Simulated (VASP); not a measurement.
Level of theory: rev-vdW-DF2, VASP's PBE PAW potentials (set 64) (plane waves; VASP 6.6.1).

The input files of a VASP run:

### INCAR
```
SYSTEM=SrVO3
PREC=Accurate; ENCUT=520; LREAL=F
LASPH=T
EDIFF=1E-7; NELM=100; ALGO=Normal
LMAXMIX=4
ISMEAR=-5
GGA=MK; LUSE_VDW=T; AGGAC=0.0
PARAM1=0.1234568; PARAM2=0.7114; ZAB_VDW=-1.8867
ISIF=2
LWAVE=F; LCHARG=T; LORBIT=11
NEDOS=601
LEFG=T
```

**POSCAR**
```
SrVO3
1
    3.8374115828     0.0000000000     0.0000000000
    0.0000000000     3.8374115828     0.0000000000
   -0.0000000000    -0.0000000000     3.8374115828
Sr V O
1 1 3
Direct
  0.0000000000   0.0000000000   0.0000000000
  0.5000000000   0.5000000000   0.5000000000
  0.5000000000   0.0000000000   0.5000000000
  0.0000000000   0.5000000000   0.5000000000
  0.5000000000   0.5000000000   0.0000000000
```

**KPOINTS**
```
Automatic mesh
0
Gamma
9 9 9
0 0 0
```

POTCAR, in this order: Sr_sv V_sv O (PBE.64 set). Program: vasp_std.

The run wrote:

OSZICAR:
```
       N       E                     dE             d eps       ncg     rms          rms(c)
DAV:   1     0.460351734051E+03    0.46035E+03   -0.24068E+04  1680   0.179E+03
DAV:   2    -0.135293161861E+02   -0.47388E+03   -0.47035E+03  2136   0.492E+02
DAV:   3    -0.408389040960E+02   -0.27310E+02   -0.27159E+02  1784   0.126E+02
DAV:   4    -0.416937607512E+02   -0.85486E+00   -0.85349E+00  2928   0.196E+01
DAV:   5    -0.417012893832E+02   -0.75286E-02   -0.75381E-02  2080   0.148E+00    0.392E+01
DAV:   6    -0.329146448867E+02    0.87866E+01   -0.97670E+01  2240   0.750E+01    0.192E+01
DAV:   7    -0.318919223212E+02    0.10227E+01   -0.32747E+01  1968   0.515E+01    0.180E+01
DAV:   8    -0.311761290183E+02    0.71579E+00   -0.33315E+00  1864   0.167E+01    0.461E+00
DAV:   9    -0.311966014928E+02   -0.20472E-01   -0.46929E-01  2232   0.485E+00    0.202E+00
DAV:  10    -0.311798746903E+02    0.16727E-01   -0.32277E-01  1864   0.531E+00    0.901E-01
DAV:  11    -0.311722164172E+02    0.76583E-02   -0.57156E-02  1808   0.208E+00    0.260E-01
DAV:  12    -0.311720226763E+02    0.19374E-03   -0.27383E-03  2104   0.474E-01    0.946E-02
DAV:  13    -0.311719886346E+02    0.34042E-04   -0.23660E-04  1960   0.105E-01    0.317E-02
DAV:  14    -0.311719830439E+02    0.55906E-05   -0.76565E-05  1944   0.534E-02    0.736E-03
DAV:  15    -0.311719830187E+02    0.25218E-07   -0.76100E-06  1928   0.268E-02    0.137E-02
DAV:  16    -0.311719830361E+02   -0.17431E-07   -0.35595E-06  1792   0.181E-02    0.395E-03
DAV:  17    -0.311719830586E+02   -0.22449E-07   -0.15196E-07  1328   0.298E-03
   1 F= -.31171983E+02 E0= -.31171983E+02  d E =0.000000E+00
```

File OUTCAR:
```
------------------------ aborting loop because EDIFF is reached ----------------------------------------
  FORCE on cell =-STRESS in cart. coord.  units (eV):
  Direction    XX          YY          ZZ          XY          YZ          ZX
  --------------------------------------------------------------------------------------
  Total        0.0447614      0.0447614      0.0447614      0.0000000      0.0000000     -0.0000000
  in kB        1.2691084      1.2691084      1.2691084      0.0000000      0.0000000     -0.0000000
  external PRESSURE =       1.2691084 kB  Pullay stress =       0.0000000 kB
  volume of cell :       56.51
      direct lattice vectors                 reciprocal lattice vectors
     3.837411583  0.000000000  0.000000000     0.260592323  0.000000000  0.000000000
     0.000000000  3.837411583  0.000000000     0.000000000  0.260592323  0.000000000
     0.000000000  0.000000000  3.837411583     0.000000000  0.000000000  0.260592323
 POSITION                                       TOTAL-FORCE (eV/Angst)
 -----------------------------------------------------------------------------------
      0.00000      0.00000      0.00000         0.000000      0.000000      0.000000
      1.91871      1.91871      1.91871         0.000000      0.000000      0.000000
      1.91871      0.00000      1.91871         0.000000      0.000000      0.000000
      0.00000      1.91871      1.91871         0.000000      0.000000      0.000000
      1.91871      1.91871      0.00000         0.000000      0.000000      0.000000
 -----------------------------------------------------------------------------------
    total drift:                                0.000000      0.000000     -0.000000
  FREE ENERGIE OF THE ION-ELECTRON SYSTEM (eV)
  ---------------------------------------------------
  free  energy   TOTEN  =       -31.1719830586 eV

  energy  without entropy=      -31.1719830586  energy(sigma->0) =      -31.17198306

 total charge

# of ion       s       p       d       tot
------------------------------------------
    1        1.998   5.773   0.221   7.993
    2        2.286   6.352   2.966  11.604
    3        1.558   3.480   0.000   5.039
    4        1.558   3.480   0.000   5.039
    5        1.558   3.480   0.000   5.039
--------------------------------------------------
tot          8.959  22.566   3.187  34.712

 Electric field gradients after diagonalization (V/A^2)
 (convention: |V_zz| > |V_xx| > |V_yy|)
----------------------------------------------------------------------
 ion       V_xx      V_yy      V_zz     asymmetry (V_yy - V_xx)/ V_zz
----------------------------------------------------------------------
   1      -0.000     0.000    -0.000      -0.535
   2      -0.000     0.000     0.000       0.368
   3     -14.103   -14.103    28.207       0.000
   4     -14.103   -14.103    28.207       0.000
   5     -14.103   -14.103    28.207       0.000
```
(Selected blocks of OUTCAR.)

For a metal the tetrahedron method with Blöchl corrections gives inexact stress and forces.

The compound is SrVO3 in the cubic perovskite structure. It was relaxed first. The run is not spin-polarised, so no magnetic state was tried. The electron count is odd and the run is not spin-polarised, which forces a metal.
